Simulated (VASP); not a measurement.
An input for Quantum ESPRESSO's pw.x (written as the equivalent of a VASP run, and not itself run):

```
&CONTROL
  calculation = 'scf'
  pseudo_dir = './pseudo'
  outdir = './out'
  tprnfor = .true.
  tstress = .true.
/
&SYSTEM
  ibrav = 0
  nat = 16
  ntyp = 2
  ecutwfc = 88
  occupations = 'smearing'
  smearing = 'methfessel-paxton'
  degauss = 0.00735
  input_dft = 'rpbe'
/
&ELECTRONS
  conv_thr = 7.3e-08
  electron_maxstep = 100
/
ATOMIC_SPECIES
  Be 9.012 Be.upf
  Te 127.600 Te.upf
CELL_PARAMETERS angstrom
     5.5943990    0.0000000    0.0000000
     0.0000000    7.9116740    0.0000000
     0.0000000    0.0000000   20.0064000
ATOMIC_POSITIONS crystal
  Be   0.0000000  0.6250000  0.4499610
  Be   0.5000000  0.3750000  0.3498880
  Be   0.5000000  0.8750000  0.3498880
  Be   0.0000000  0.1250000  0.4499610
  Be   0.0000000  0.1250000  0.6501120
  Be   0.5000000  0.8750000  0.5500340
  Be   0.5000000  0.3750000  0.5500340
  Be   0.0000000  0.6250000  0.6501120
  Te   0.7500000  0.6250000  0.3498880
  Te   0.2500000  0.8750000  0.4499610
  Te   0.2500000  0.3750000  0.4499610
  Te   0.7500000  0.1250000  0.3498880
  Te   0.7500000  0.1250000  0.5500340
  Te   0.2500000  0.3750000  0.6501120
  Te   0.2500000  0.8750000  0.6501120
  Te   0.7500000  0.6250000  0.5500340
K_POINTS automatic
  3 3 1 0 0 0
```

### Question
Translate this input to VASP (INCAR, KPOINTS, POSCAR, choice of POTCAR).

### Answer
Several could match; the one computed here: 
**KPOINTS**
```
Automatic mesh
0
Gamma
3 3 1
0 0 0
```

File POSCAR:
```
BeTe
1
    5.5943990000     0.0000000000     0.0000000000
    0.0000000000     7.9116740000     0.0000000000
    0.0000000000     0.0000000000    20.0064000000
Be Te
8 8
Direct
  0.0000000000   0.6250000000   0.4499610000
  0.5000000000   0.3750000000   0.3498880000
  0.5000000000   0.8750000000   0.3498880000
  0.0000000000   0.1250000000   0.4499610000
  0.0000000000   0.1250000000   0.6501120000
  0.5000000000   0.8750000000   0.5500340000
  0.5000000000   0.3750000000   0.5500340000
  0.0000000000   0.6250000000   0.6501120000
  0.7500000000   0.6250000000   0.3498880000
  0.2500000000   0.8750000000   0.4499610000
  0.2500000000   0.3750000000   0.4499610000
  0.7500000000   0.1250000000   0.3498880000
  0.7500000000   0.1250000000   0.5500340000
  0.2500000000   0.3750000000   0.6501120000
  0.2500000000   0.8750000000   0.6501120000
  0.7500000000   0.6250000000   0.5500340000
```

**INCAR**
```
SYSTEM  =  BeTe
PREC  =  Accurate; ENCUT  =  300; LREAL  =  Auto
LASPH  =  .True.
EDIFF  =  1E-6; NELM  =  100; ALGO  =  Normal
LMAXMIX  =  4
ISMEAR  =  1; SIGMA  =  0.1
GGA  =  RP
ISIF  =  2
LWAVE  =  .False.; LCHARG  =  .False.
```

POTCAR, in this order: Be Te (PBE.64 set). Program: vasp_std.

The two are equivalent in intent, not identical: the potentials are each code's own (VASP's PAW set, PseudoDojo norm-conserving files in pw.x), so ENCUT and ecutwfc are chosen apart and not converted; conv_thr bounds pw.x's estimated SCF error, while EDIFF bounds the energy change between steps.

The cell is a sheet with vacuum, built from a database entry that may be metastable or hypothetical.
